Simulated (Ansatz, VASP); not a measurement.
## One calculation of TaRu, two programs

The input INCAR:

```
ALGO = Normal
EDIFF = 1E-6
ENCUT = 520
ISIF = 2
ISMEAR = -1
LASPH = T
LCHARG = F
LREAL = F
LWAVE = F
NBANDS = 20
NELM = 100
PREC = Accurate
SIGMA = 0.05
```

File KPOINTS:

```
k-points
0
Gamma
  11 11 11
```

Contents of POSCAR:

```
TaRu
1.0
    2.9509755062      0.0000000000      0.0000000000
    0.0000000000      2.9509755062      0.0000000000
    0.0000000000      0.0000000000      2.9509755062
Ta Ru
1 1
Direct
    0.5000000000      0.5000000000      0.5000000000
    0.0000000000      0.0000000000      0.0000000000
```

Input for Ansatz:

```yaml
crystal:
  lattice:
    - [2.9509755062, 0.0, 0.0]
    - [0.0, 2.9509755062, 0.0]
    - [0.0, 0.0, 2.9509755062]
  atoms:
    - { symbol: Ta, position: [0.5, 0.5, 0.5] }
    - { symbol: Ru, position: [0.0, 0.0, 0.0] }
kpoints:
  mp_grid: { grid: [11, 11, 11] }
  band_path:
    path:
      - [0.0, 0.0, 0.0]
      - [0.0, 0.5, 0.0]
      - [0.5, 0.5, 0.0]
      - [0.0, 0.0, 0.0]
      - [0.5, 0.5, 0.5]
      - [0.0, 0.5, 0.0]
      - [0.5, 0.5, 0.5]
      - [0.5, 0.5, 0.0]
    npoints: 6
scf:
  occupations: { method: fermi_dirac, width: 0.05 }
hamiltonian:
  xc: lda
  pseudopotentials: { kind: all_electron, lapw: { basis_error: 0.001 } }
output:
  forces: true
  stress: true
  eigenvalues: true
  populations: true
```

Change from the starting cell: volume scaled by 0.8, LAPW.

Alike in both runs: task single point; functional LDA; k mesh 11 × 11 × 11; occupations fermi-dirac, width 0.05 eV; no spin polarisation.

|  | VASP | Ansatz |
| --- | --- | --- |
| version | VASP 6.6.1 | Ansatz 0.2.0 |
| potentials or method | VASP PAW LDA potentials, release 64 (Ta_pv, Ru_pv) | all-electron LAPW, scalar-relativistic |
| plane-wave cutoff (eV) | 520 | see its input |

Ansatz gave:

* pressure (GPa): 66.9

**Question.** Which values does VASP return?

**Answer.** Pressure (GPa): 69.4.

Ansatz ran all-electron here, so the differences hold the error of VASP's frozen core and of both bases.

Caveats: the cell as given lies far from equilibrium; so large a pressure means that the cell lies far from this level's equilibrium, or that cutoff or potentials fall short (VASP). Spin-orbit coupling is left out, which matters for the levels of Ta.
